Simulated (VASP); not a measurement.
Output of a VASP run:

### OSZICAR
```
       N       E                     dE             d eps       ncg     rms          rms(c)
DAV:   1     0.868771227842E+02    0.86877E+02   -0.56581E+03    24   0.101E+03
DAV:   2     0.618361004472E+01   -0.80694E+02   -0.76292E+02    24   0.220E+02
DAV:   3    -0.138556769478E+01   -0.75692E+01   -0.70196E+01    32   0.695E+01
DAV:   4    -0.190890808578E+01   -0.52334E+00   -0.48779E+00    32   0.194E+01
DAV:   5    -0.196068665551E+01   -0.51779E-01   -0.49277E-01    36   0.442E+00    0.216E+01
DAV:   6    -0.182295278314E+02   -0.16269E+02   -0.28142E+02    32   0.195E+02    0.593E+01
DAV:   7    -0.170246444508E+01    0.16527E+02   -0.26577E+01    28   0.104E+02    0.218E+01
DAV:   8     0.644084474503E+00    0.23465E+01   -0.14421E+01    24   0.750E+01    0.134E+01
DAV:   9     0.826884113235E+00    0.18280E+00   -0.75108E+00    24   0.244E+01    0.132E+01
DAV:  10     0.109434769678E+01    0.26746E+00   -0.25753E-01    32   0.943E+00    0.112E+01
DAV:  11     0.118333055476E+01    0.88983E-01   -0.38410E-02    28   0.366E+00    0.735E+00
DAV:  12     0.116094526872E+01   -0.22385E-01   -0.10985E+00    24   0.653E+00    0.112E+01
DAV:  13     0.119007599486E+01    0.29131E-01   -0.58323E-01    24   0.502E+00    0.644E+00
DAV:  14     0.121050406619E+01    0.20428E-01   -0.18712E-02    24   0.283E+00    0.141E+00
DAV:  15     0.121093113950E+01    0.42707E-03   -0.66173E-04    28   0.461E-01    0.403E-01
DAV:  16     0.121072725251E+01   -0.20389E-03   -0.68972E-05    24   0.995E-02    0.785E-01
DAV:  17     0.121097657639E+01    0.24932E-03   -0.20998E-04    24   0.271E-01    0.875E-02
DAV:  18     0.121096548311E+01   -0.11093E-04   -0.20555E-05    24   0.831E-02    0.168E-01
DAV:  19     0.121097701878E+01    0.11536E-04   -0.83653E-06    24   0.542E-02    0.182E-02
DAV:  20     0.121097674519E+01   -0.27360E-06   -0.40719E-07    12   0.119E-02
   1 F= 0.12109767E+01 E0= 0.12497886E+01  d E =-.116435E+00
```

OUTCAR:
```
------------------------ aborting loop because EDIFF is reached ----------------------------------------
  FORCE on cell =-STRESS in cart. coord.  units (eV):
  Direction    XX          YY          ZZ          XY          YZ          ZX
  --------------------------------------------------------------------------------------
  Total       24.3603995     24.3603995     24.3603995     -0.0000000      0.0000000      0.0000000
  in kB      955.3446923    955.3446923    955.3446923     -0.0000000      0.0000000      0.0000000
  external PRESSURE =     955.3446923 kB  Pullay stress =       0.0000000 kB
  volume of cell :       40.85
      direct lattice vectors                 reciprocal lattice vectors
     0.000000000  2.733600000  2.733600000    -0.182908984  0.182908984  0.182908984
     2.733600000  0.000000000  2.733600000     0.182908984 -0.182908984  0.182908984
     2.733600000  2.733600000  0.000000000     0.182908984  0.182908984 -0.182908984
 POSITION                                       TOTAL-FORCE (eV/Angst)
 -----------------------------------------------------------------------------------
      0.00000      0.00000      0.00000        -0.000000     -0.000000     -0.000000
      1.36680      1.36680      1.36680         0.000000      0.000000      0.000000
      4.10040      4.10040      4.10040        -0.000000     -0.000000     -0.000000
 -----------------------------------------------------------------------------------
    total drift:                               -0.000000     -0.000000      0.000000
  FREE ENERGIE OF THE ION-ELECTRON SYSTEM (eV)
  ---------------------------------------------------
  free  energy   TOTEN  =         1.2109767452 eV

  energy  without entropy=        1.3274121817  energy(sigma->0) =        1.24978856
```
(Selected blocks of OUTCAR.)

File POSCAR:
```
CoSi2
1
    0.0000000000     2.7336000000     2.7336000000
    2.7336000000     0.0000000000     2.7336000000
    2.7336000000     2.7336000000     0.0000000000
Co Si
1 2
Direct
  0.0000000000   0.0000000000   0.0000000000
  0.2500000000   0.2500000000   0.2500000000
  0.7500000000   0.7500000000   0.7500000000
```

Q: Reconstruct the remaining input files.

A: One answer among several that fit: the input of the run itself, PBE GGA, plane waves, VASP's PBE PAW potentials (set 64).

**INCAR**
```
! general
SYSTEM =CoSi2
PREC   =Accurate
ENCUT  =400
LREAL  =.FALSE.   ! projection in real space or not
LASPH  =.TRUE.   ! aspherical one-centre terms

! electronic loop
EDIFF  =1E-6
NELM   =100
ALGO   =Normal   ! blocked Davidson
LMAXMIX=4

! smearing
ISMEAR =1
SIGMA  =0.1   ! width (eV)

! functional
GGA    =PE   ! PBE

! ions
ISIF   =2

! output
LWAVE  =.FALSE.
LCHARG =.FALSE.
```

**KPOINTS**
```
Automatic mesh
0
Gamma
1 1 1
0 0 0
```

POTCAR, in this order: Co Si (PBE.64 set). Program: vasp_std.

The compound is CoSi2 in the fluorite structure. The cell was not relaxed at this level. The k-mesh is coarse (spacing up to 1.99 per Å, 2π included), so the numbers may not be converged in it. The run is one of a series of settings (KPOINTS 1×1×1 Γ-centred mesh against the base run), some of them coarse on purpose. The run is not spin-polarised, so no magnetic state was tried. The electron count is odd and the run is not spin-polarised, which forces a metal. VASP warned that the highest band is occupied, so more bands are needed.
